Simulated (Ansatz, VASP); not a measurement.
# GaCo in two plane-wave programs

Aim: how closely do two programs agree when they are given the same cell, functional and k mesh? The cell is taken from a series of runs on this material, whose earlier steps may have relaxed, scaled, displaced or heated it; both programs get it as it stands.

Program: Ansatz 0.2.0. Level of theory: plane waves, with VASP 6.6.1 beside it; r2SCAN. Results are calculated unless marked as measured.

## Step 1: The starting structure

The structure is cubic, space group Pm-3m (No. 221). The conventional cell has a = 2.878 Å, b = 2.878 Å, c = 2.878 Å, α = 90.00°, β = 90.00°, γ = 90.00°. Ga has 8 Co at 2.49 Å nearest. Nearest to Co lie 8 Ga at 2.49 Å. Farther neighbours are not listed.

## Step 2: Ansatz: single point, r2SCAN

Ansatz runs on its default PAW (the set named soft_2) files.

With cell and atoms fixed, the geometry can't cause a difference; cores, projectors, grids and the points listed under the comparison can.

Input file input.yaml:

```yaml
crystal:
  lattice:
    - [2.878, 0.0, 2.878]
    - [0.0, -2.878, -2.878]
    - [2.878, 2.878, -2.878]
  atoms:
    - { symbol: Ga, position: [0.333333333, 0.666666667, 0.166666667] }
    - { symbol: Ga, position: [0.666666667, 0.333333333, 0.833333333] }
    - { symbol: Ga, position: [0.0, 0.0, 0.5] }
    - { symbol: Co, position: [0.0, 0.0, 0.0], spin: 2.0 }
    - { symbol: Co, position: [0.333333333, 0.666666667, 0.666666667], spin: 2.0 }
    - { symbol: Co, position: [0.666666667, 0.333333333, 0.333333333], spin: -2.0 }
magnetization:
  spin_polarized: true
kpoints:
  mp_grid: { grid: [11, 11, 8] }
hamiltonian:
  xc: r2scan
scf:
  occupations: { method: fermi_dirac, width: 0.1 }
output:
  eigenvalues: true
```

Command:

```sh
$ ansatz run input.yaml --threads 4 --pin off --max-ram 8192MiB --backend cpu --events-out ev --progress --plain --runs-dir out
```

Numbers of over 12 decimals in the logs are rounded to 6 here.

The program printed:

```text
Engine: ansatz 0.2.0, aarch64-unknown-linux-gnu
Pseudopotentials: kind: paw
Pseudopotential: Ga, paw, valence charge 13, recommended cutoff 500 eV (meta_gga), Ga.paw.azcp
Pseudopotential: Co, paw, valence charge 17, recommended cutoff 500 eV (meta_gga), Co.paw.azcp
Functional definition: r2SCAN
  parameter k0 = 0.174
  parameter k1 = 0.065
  parameter a1 = 4.9479
  exchange = r2scan_x(k0 = k0, k1 = k1, a1 = a1)
  correlation = r2scan_c
Crystal: 6 atoms, lattice volume = 71.514 Å³
Basis set: ecut = 500 eV, 1837 PW (Γ), exchange–correlation on 120×120×160 points (64 copies of the dense FFT grid, shifted against one another)
Bands: 58, of which v1, the nominal top of the filled ones, is band 45 counted from 1 (44 counted from 0)
Symmetry: 12 space group operations
Space group: P-3m1 (ITA 164), of the structure as read, at distance tolerance 4.2e-5 Å
Magnetic group: BNS 164.85 (UNI 1315), of the structure as read, at distance tolerance 4.2e-5 Å
k-points: 110 of 968
Non-local potential: Ga, projectors of the file, l = 0: 2, l = 1: 2, l = 2: 3, l = 3: 1
Non-local potential: Co, projectors of the file, l = 0: 3, l = 1: 2, l = 2: 3, l = 3: 1
PAW form: soft (Blöchl's): semilocal exchange-correlation on the pseudo side does not see the compensation charge
PAW frozen core: Ga, regenerated for the run's functional (the file was generated under x = pbe(κ = 0.804, μ = 0.219515), c = pbe(β = 0.066725))
PAW frozen core: Co, regenerated for the run's functional (the file was generated under x = pbe(κ = 0.804, μ = 0.219515), c = pbe(β = 0.066725))
PAW one-centre angular grid: Ga, 590 points (default); XC on 160 Gauss nodes
PAW one-centre angular grid: Co, 590 points (default); XC on 160 Gauss nodes
Initial density: superposition of atomic densities (chi_scale 0.1, normalization cell)
Starting moments: Σ|m| = 6 μB on 3 of 6 sites
Initial wavefunctions: pseudopotential atomic-orbital guess
Functional: x = r2scan, c = r2scan; τ floored in thin density (d = 2e-4 eV/Å³)
iter 1 solved again at ethr=1.14e-3 eV; its pass at ethr=3.10e-3 eV (dr2=1.02e0 eV) is discarded
SCF iter   1: F=—  HF=-26761.128565 eV  |F-HF|=—  |Δ(HF+E_count)|=         —  Δρ=3.13e-2 (↑2.81e-2 ↓3.13e-2)  dr2=1.08e0  dr2_τ=3.12e-2  dr2_m=1.69e-1  M=1.600 μB ∫|m|=5.298 μB  β_m=1.00  ethr=1.14e-3  ⟨swp⟩=3.0  Hψ=65392  notcnv=0
Mixer restart at iter 1: flushing history
preconditioner: auto → Kerker (q_TF=auto, 2.835 Å⁻¹)  [metal: Δε(μ)=0.003 eV  Ē_g=13.945 eV  σ=0.100 eV  W_gap=0.01  n_scr=22 (ndim 8)  ℏωp=35.7 eV  f_vac=0.000  D(μ)=5.60/eV (n_scr^D=58)]
spin=Collinear: Kerker preconditioning applied to the charge; magnetization (m = ρ↑ − ρ↓) channel mixes plain (no charge-response kernel on spin).
SCF iter   2: F=—  HF=-26761.873582 eV  |F-HF|=—  |Δ(HF+E_count)|=   7.45e-1  Δρ=2.28e-2 (↑1.90e-2 ↓2.28e-2)  dr2=9.22e-1  dr2_τ=5.36e-3  dr2_m=3.13e-2  M=1.447 μB ∫|m|=5.121 μB  β_m=1.00  ethr=1.14e-3  ⟨swp⟩=3.2  Hψ=22430  notcnv=0  defer=521  κ⁻¹=1.0e0(r=1)
SCF iter   3: F=—  HF=-26762.969566 eV  |F-HF|=—  |Δ(HF+E_count)|=    1.10e0  Δρ=2.26e-2 (↑1.83e-2 ↓2.26e-2)  dr2=8.83e-1  dr2_τ=2.91e-3  dr2_m=4.55e-2  M=1.370 μB ∫|m|=4.966 μB  β_m=1.00  ethr=1.02e-3  ⟨swp⟩=2.0  Hψ=16587  notcnv=0  defer=615  κ⁻¹=1.1e-2(r=2)
SCF iter   4: F=—  HF=-26764.971525 eV  |F-HF|=—  |Δ(HF+E_count)|=    2.00e0  Δρ=1.76e-2 (↑1.45e-2 ↓1.76e-2)  dr2=6.79e-1  dr2_τ=1.57e-3  dr2_m=2.67e-2  M=1.188 μB ∫|m|=4.525 μB  β_m=1.00  ethr=9.81e-4  ⟨swp⟩=2.6  Hψ=18073  notcnv=0  defer=616  κ⁻¹=7.0e-3(r=3)
SCF iter   5: F=—  HF=-26766.212923 eV  |F-HF|=—  |Δ(HF+E_count)|=    1.24e0  Δρ=7.81e-3 (↑7.20e-3 ↓7.81e-3)  dr2=1.59e-1  dr2_τ=3.16e-3  dr2_m=3.19e-3  M=0.895 μB ∫|m|=3.532 μB  β_m=1.00  ethr=7.54e-4  ⟨swp⟩=3.0  Hψ=28686  notcnv=0  defer=613  κ⁻¹=1.8e-3(r=4)
SCF iter   6: F=—  HF=-26766.410466 eV  |F-HF|=—  |Δ(HF+E_count)|=         —  Δρ=2.03e-2 (↑2.03e-2 ↓1.80e-2)  dr2=3.29e-2  dr2_τ=2.03e-3  dr2_m=2.25e-1  M=0.817 μB ∫|m|=2.873 μB  β_m=1.00  ethr=1.77e-4  ⟨swp⟩=2.2  Hψ=25733  notcnv=0  defer=650
Mixer restart at iter 6: flushing history
SCF iter   7: F=—  HF=-26766.407332 eV  |F-HF|=—  |Δ(HF+E_count)|=   3.13e-3  Δρ=8.05e-3 (↑8.05e-3 ↓6.96e-3)  dr2=2.92e-2  dr2_τ=8.87e-4  dr2_m=2.27e-2  M=0.808 μB ∫|m|=2.707 μB  β_m=1.00  ethr=3.65e-5  ⟨swp⟩=2.0  Hψ=22762  notcnv=0  defer=650  κ⁻¹=1.0e0(r=1)
[...]
SCF iter  24: F=—  HF=-26766.509406 eV  |F-HF|=—  |Δ(HF+E_count)|=   3.32e-5  Δρ=4.67e-4 (↑4.67e-4 ↓3.11e-4)  dr2=1.87e-5  dr2_τ=8.97e-7  dr2_m=9.71e-5  M=1.303 μB ∫|m|=2.004 μB  β_m=1.00  ethr=5.44e-9  ⟨swp⟩=3.0  Hψ=26590  notcnv=0  defer=700  κ⁻¹=7.4e-5(r=8)
SCF iter  25: F=—  HF=-26766.509408 eV  |F-HF|=—  |Δ(HF+E_count)|=   2.56e-6  Δρ=3.24e-4 (↑3.24e-4 ↓2.15e-4)  dr2=9.68e-6  dr2_τ=4.09e-7  dr2_m=4.60e-5  M=1.301 μB ∫|m|=2.001 μB  β_m=1.00  ethr=5.44e-9  ⟨swp⟩=2.0  Hψ=21722  notcnv=0  defer=700  κ⁻¹=1.1e-4(r=8)
SCF iter  26: F=—  HF=-26766.509485 eV  |F-HF|=—  |Δ(HF+E_count)|=   7.67e-5  Δρ=6.61e-5 (↑5.32e-5 ↓6.61e-5)  dr2=9.39e-7  dr2_τ=6.98e-8  dr2_m=1.58e-6  M=1.291 μB ∫|m|=1.985 μB  β_m=1.00  ethr=5.44e-9  ⟨swp⟩=3.0  Hψ=26117  notcnv=0  defer=699  κ⁻¹=2.6e-5(r=8)
SCF iter  27: F=—  HF=-26766.509495 eV  |F-HF|=—  |Δ(HF+E_count)|=   1.01e-5  Δρ=1.24e-4 (↑1.13e-4 ↓1.24e-4)  dr2=2.44e-7  dr2_τ=7.77e-8  dr2_m=9.01e-6  M=1.292 μB ∫|m|=1.987 μB  β_m=1.00  ethr=1.04e-9  ⟨swp⟩=2.4  Hψ=23344  notcnv=0  defer=699  κ⁻¹=1.6e-5(r=8)
SCF iter  28: F=—  HF=-26766.509503 eV  |F-HF|=—  |Δ(HF+E_count)|=   7.44e-6  Δρ=2.11e-5 (↑1.70e-5 ↓2.11e-5)  dr2=6.34e-8  dr2_τ=2.34e-9  dr2_m=2.06e-7  M=1.289 μB ∫|m|=1.982 μB  β_m=1.00  ethr=2.72e-10  ⟨swp⟩=3.0  Hψ=27304  notcnv=0  defer=699  κ⁻¹=7.7e-6(r=8)
SCF iter  29: F=—  HF=-26766.509503 eV  |F-HF|=—  |Δ(HF+E_count)|=   1.72e-7  Δρ=1.89e-5 (↑1.89e-5 ↓5.43e-6)  dr2=1.69e-7  dr2_τ=1.67e-9  dr2_m=5.04e-8  M=1.287 μB ∫|m|=1.979 μB  β_m=1.00  ethr=7.04e-11  ⟨swp⟩=3.0  Hψ=26049  notcnv=0  defer=699  κ⁻¹=7.2e-6(r=8)
SCF iter  30: F=—  HF=-26766.509502 eV  |F-HF|=—  |Δ(HF+E_count)|=   4.17e-8  Δρ=1.20e-5 (↑1.20e-5 ↓8.65e-6)  dr2=1.83e-8  dr2_τ=8.53e-10  dr2_m=5.56e-8  M=1.287 μB ∫|m|=1.979 μB  β_m=1.00  ethr=7.04e-11  ⟨swp⟩=2.0  Hψ=22069  notcnv=0  defer=699  κ⁻¹=4.1e-6(r=8)
SCF iter  31: F=—  HF=-26766.509503 eV  |F-HF|=—  |Δ(HF+E_count)|=   5.25e-7  Δρ=7.95e-6 (↑7.95e-6 ↓2.62e-6)  dr2=2.53e-8  dr2_τ=2.54e-10  dr2_m=1.14e-8  M=1.287 μB ∫|m|=1.980 μB  β_m=1.00  ethr=2.03e-11  ⟨swp⟩=3.0  Hψ=25694  notcnv=0  defer=699  κ⁻¹=3.6e-6(r=8)
SCF iter  32: F=—  HF=-26766.509503 eV  |F-HF|=—  |Δ(HF+E_count)|=   9.40e-8  Δρ=4.65e-6 (↑4.65e-6 ↓2.60e-6)  dr2=1.77e-8  dr2_τ=1.93e-10  dr2_m=2.58e-9  M=1.288 μB ∫|m|=1.980 μB  β_m=1.00  ethr=2.03e-11  ⟨swp⟩=3.0  Hψ=25259  notcnv=0  defer=699  κ⁻¹=4.3e-6(r=8)
SCF iter  33: F=-26766.509503 eV  HF=-26766.509503 eV  |F-HF|=1.88e-8  |Δ(HF+E_count)|=   3.55e-9  Δρ=4.01e-6 (↑4.01e-6 ↓2.63e-6)  dr2=3.57e-9  dr2_τ=1.31e-10  dr2_m=6.31e-9  M=1.288 μB ∫|m|=1.980 μB  ethr=1.96e-11  ⟨swp⟩=7.6  Hψ=40521  notcnv=0
SCF 1 converged in 33 iterations: F = -26766.509503 eV  dr2 = 3.57e-9
  greatest PAW one-centre occupation: 1.004 electrons in one spin orbital (limit 2), on the Co atom at site 5 (counted from 0), in its partial waves of l = 1
this state was not tested for a lower state beside it, because the mixer in use, unlike msr1, does not test its closes by its own steps (another_mixer; see scf.mixing.algorithm and scf.lower_state_search)
SCF converged after 33 iterations
Magnetization: 1.2875 μB (45.6438 up, 44.3562 down)
Absolute magnetization: 1.9775 μB (∫|ρ↑−ρ↓|, with the PAW one-centre terms)
Spin contamination: 0.1441 ħ² per cell (⟨S²⟩ above its minimum at these occupations)
Per-site moments (μB) at R_I (Å): [(-0.028415, 1.028124), (-0.028414, 1.028124), (-0.028415, 1.028124), (0.539120, 1.028124), (0.539120, 1.028124), (0.539253, 1.028124)]
Free energy (F): -26766.509503 eV
Harris-Foulkes:  -26766.509503 eV  (|F-HF|=1.88e-8)
Internal energy: -26766.408151 eV  (E = F + TS)
E sigma→0 (E₀):  -26766.458827 eV
Entropy (-TS):   -0.101352 eV (-16.892 meV/atom)
Fermi energy:    16.545961 eV
--- Per-component energies (eV) ---
  E_band       = -742.815160
  E_kinetic    = 1719.838663
  E_local      = -13471.603892  (includes V_loc(G=0)·N_el)
  E_nonlocal   = 2670.324329
  E_hartree    = 5991.069680
  E_xc         = -661.459620
  E_vxc        = -871.802171  (∫ρ·V_xc dr)
  E_paw        = -10598.883276  (= ΣΔE_a)
  E_vpaw       = -2825.921056  (= ΣTr[D̂ρ^β])
  E_aug_tail   = 0.000016  (compensation charges beyond the density's cutoff)
  E_vtau       = 54.210330  (kinetic-family band-sum trace: ∫τ·v_τ [+ j·A + Jᵃ·Aᵃ] dr)
  E_ewald      = -12412.849223
  E_core_change = -2.844828  (= ΣΔE_core)
  E_smearing   = -0.101352  (= −TS)
  E_closure    = 0.000000  (closes the sum)
  Σ components = -26766.509503   (vs F -26766.509503, Δ=0.00e0)
--- Band table (eV; the first three rows and the last of 220) ---
  k-point 0 ↑: bands = [... 41 lower, 15.6204, 15.7452, 15.7452, 15.7455, 19.5397, 19.5397, 19.5397, 19.5397, ... 9 higher]
  k-point 1 ↑: bands = [... 41 lower, 15.6759, 15.7137, 15.7137, 16.4635, 19.3489, 19.5426, 19.5426, 19.6695, ... 9 higher]
  k-point 2 ↑: bands = [... 41 lower, 15.6178, 15.6599, 15.6599, 17.5647, 18.8479, 19.6753, 19.6753, 19.9458, ... 9 higher]
  k-point 109 ↓: bands = [... 41 lower, 15.6186, 15.7450, 15.7450, 15.8628, 17.6792, 17.7036, 17.7036, 23.1509, ... 9 higher]
```

(Part 1 of 2 ends here.)

[Lines on the potential files, build, host, timing and source positions are cut from VASP's logs without a mark.]

[Logs are printed without paths, hosts, clocks, repeated set-up lines and the standing remarks that a program may print on its own settings, such as how far it seeks lower states.]

[Hosts, paths, dates, database ids (printed as entryN), source tags and the programs' standing remarks are cut or masked in the printed files.]
